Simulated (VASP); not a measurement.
LaB6 (cab6) is relaxed at rising pressure, each step from the one before. Symmetry mostly holds the structure type, and other phases were not tried. The mesh follows the cell, and a change of mesh leaves a small step in the series.

Data:

Space group Pm-3m (No. 221); a = 4.154 Å, b = 4.154 Å, c = 4.154 Å, α = 90.00°, β = 90.00°, γ = 90.00°

```
atom  site  symmetry       x       y       z
----  ----  --------  ------  ------  ------
La      1a      m-3m  0.0000  0.0000  0.0000
B       6f      4m.m  0.1998  0.5000  0.5000
```

Calculation: PBE GGA, VASP's PBE PAW potentials (set 64) (plane waves; VASP). Run with 620 eV cut-off, 8×8×8 Γ-centred mesh, first-order Methfessel-Paxton smearing of 0.10 eV, potentials La B.

| P (GPa) | V (Å³/atom) | H − H(0) (eV/atom) | space group | gap on the mesh (eV) | k-mesh |
|---|---|---|---|---|---|
| 0 | 10.24 | 0.000 | Pm-3m | 0.00 | 8×8×8 |
| 5 | 9.96 | 0.315 | Pm-3m | 0.00 | 8×8×8 |
| 10 | ? | ? | Pm-3m | 0.00 | 8×8×8 |
| 20 | ? | ? | Pm-3m | 0.00 | 8×8×8 |
| 30 | 8.95 | 1.785 | Pm-3m | 0.00 | 8×8×8 |
| 45 | 8.52 | 2.603 | Pm-3m | 0.00 | 8×8×8 |

Question: What belongs in the gaps?

Answer: 
- 10, V (Å³/atom): 9.72
- 10, H − H(0) (eV/atom): 0.622
- 20, V (Å³/atom): 9.30
- 20, H − H(0) (eV/atom): 1.216

Pressures at which the relaxation failed are left out.

The compound is LaB6 in the cab6 structure. The electron count is odd and the run is not spin-polarised, which forces a metal.
